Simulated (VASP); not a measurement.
OSZICAR of a VASP run on CoSn (sg191):

OSZICAR:
```
       N       E                     dE             d eps       ncg     rms          rms(c)
DAV:   1     0.643495054306E+03    0.64350E+03   -0.26608E+04  5280   0.206E+03
DAV:   2     0.647192758696E+02   -0.57878E+03   -0.55723E+03  5152   0.531E+02
DAV:   3    -0.295633650703E+02   -0.94283E+02   -0.91268E+02  5380   0.197E+02
DAV:   4    -0.341538288091E+02   -0.45905E+01   -0.45613E+01  5842   0.500E+01
DAV:   5    -0.342934990869E+02   -0.13967E+00   -0.13965E+00  7070   0.783E+00    0.190E+01
DAV:   6    -0.415753353054E+02   -0.72818E+01   -0.39633E+01  6096   0.648E+01    0.283E+01
DAV:   7    -0.330415230742E+02    0.85338E+01   -0.23316E+01  5984   0.487E+01    0.621E+00
DAV:   8    -0.331346269703E+02   -0.93104E-01   -0.21134E+00  6096   0.102E+01    0.455E+00
DAV:   9    -0.332484046862E+02   -0.11378E+00   -0.61403E-01  5910   0.659E+00    0.148E+00
DAV:  10    -0.332522740062E+02   -0.38693E-02   -0.63448E-02  5962   0.272E+00    0.901E-01
DAV:  11    -0.332496923443E+02    0.25817E-02   -0.18946E-02  6212   0.162E+00    0.350E-01
DAV:  12    -0.332500139529E+02   -0.32161E-03   -0.41638E-03  5800   0.562E-01    0.127E-01
DAV:  13    -0.332499815936E+02    0.32359E-04   -0.10396E-03  6406   0.414E-01    0.105E-01
DAV:  14    -0.332500049256E+02   -0.23332E-04   -0.30518E-04  6980   0.185E-01    0.746E-02
DAV:  15    -0.332500415061E+02   -0.36581E-04   -0.74916E-05  6268   0.114E-01    0.160E-02
DAV:  16    -0.332500443768E+02   -0.28706E-05   -0.91665E-06  5708   0.231E-02    0.103E-02
DAV:  17    -0.332500449711E+02   -0.59431E-06   -0.10439E-06  3738   0.121E-02
   1 F= -.33250045E+02 E0= -.33251816E+02  d E =-.332500E+02  mag=    -0.0002
       N       E                     dE             d eps       ncg     rms          rms(c)
DAV:   1    -0.332570092892E+02   -0.69649E-02   -0.11835E-01  5712   0.376E+00    0.627E-01
DAV:   2    -0.332613061361E+02   -0.42968E-02   -0.57119E-02  5720   0.272E+00    0.792E-01
DAV:   3    -0.332508846640E+02    0.10421E-01   -0.28835E-02  5856   0.190E+00    0.197E-01
DAV:   4    -0.332501547680E+02    0.72990E-03   -0.21023E-03  6804   0.472E-01    0.398E-02
DAV:   5    -0.332501172935E+02    0.37475E-04   -0.22619E-04  6280   0.145E-01    0.117E-02
DAV:   6    -0.332501129969E+02    0.42965E-05   -0.20913E-05  5812   0.423E-02    0.600E-03
DAV:   7    -0.332501126267E+02    0.37021E-06   -0.13856E-06  3106   0.129E-02
   2 F= -.33250113E+02 E0= -.33251958E+02  d E =-.676556E-04  mag=    -0.0000
       N       E                     dE             d eps       ncg     rms          rms(c)
DAV:   1    -0.332512463289E+02   -0.11333E-02   -0.18329E-02  5712   0.147E+00    0.247E-01
DAV:   2    -0.332518727415E+02   -0.62641E-03   -0.87266E-03  5708   0.107E+00    0.308E-01
DAV:   3    -0.332502896775E+02    0.15831E-02   -0.44374E-03  5856   0.746E-01    0.786E-02
DAV:   4    -0.332501789492E+02    0.11073E-03   -0.33108E-04  6836   0.190E-01    0.157E-02
DAV:   5    -0.332501787163E+02    0.23289E-06   -0.35772E-05  6224   0.573E-02    0.474E-03
DAV:   6    -0.332501793254E+02   -0.60906E-06   -0.31804E-06  4844   0.167E-02
   3 F= -.33250179E+02 E0= -.33251994E+02  d E =-.134354E-03  mag=     0.0000
```

Task: Which electronic solver shows in the log?

Result: It is blocked Davidson (ALGO = Normal, or the opening steps of other solvers). The INCAR had ALGO = Normal.

Task: How was spin treated?

Result: Collinear spin (ISPIN = 2): the summary line carries one mag value, 0.00 μB in the cell.

Task: Can the final energy be trusted as converged?

Result: Self-consistency was reached. It stopped with EDIFF = 1E-6, NELM = 100, NSW = 60 and EDIFFG = -0.02 after 3 ionic steps (PBE GGA, plane waves, VASP's PBE PAW potentials (set 64)).

The compound is CoSn in the sg191 structure. This run relaxes it. Symmetry was kept, so distortions that lower it aren't found. The start is the result of an earlier pass.
